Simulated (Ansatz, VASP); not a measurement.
NaB in VASP and in Ansatz

```xyz
2
Lattice="3.1408 0.0000 0.0000 0.0000 3.1408 0.0000 0.0000 0.0000 3.1408" Properties=species:S:1:pos:R:3 pbc="T T T"
Na    1.5704    1.5704    1.5704
B     0.0000    0.0000    0.0000
```

Alike in both runs: functional PBE; k mesh 6 × 6 × 6; occupations gaussian, width 0.1 eV; no spin polarisation.

Ansatz relaxed the structure, and its values are those at the end. VASP's run is a single point on that final structure, the one shown.

```csv
,VASP,Ansatz
version,VASP 6.6.1,Ansatz 0.2.0
potentials or method,"VASP PAW PBE potentials, release 64 (Na_pv, B)","scalar-relativistic, plane waves, PAW"
plane-wave cutoff (eV),520,420
valence electrons in the cell,10,12
```

|  | VASP | Ansatz | Ansatz less VASP |
| --- | --- | --- | --- |
| gap on the k mesh at the Fermi level (eV) | none | none | - |
| pressure (GPa) | 0.1 | 0.0 | -0.06 |

A gap of «none» marks a metal or a gap that the smearing closes. The two sets of potentials don't hold the same shells in valence.
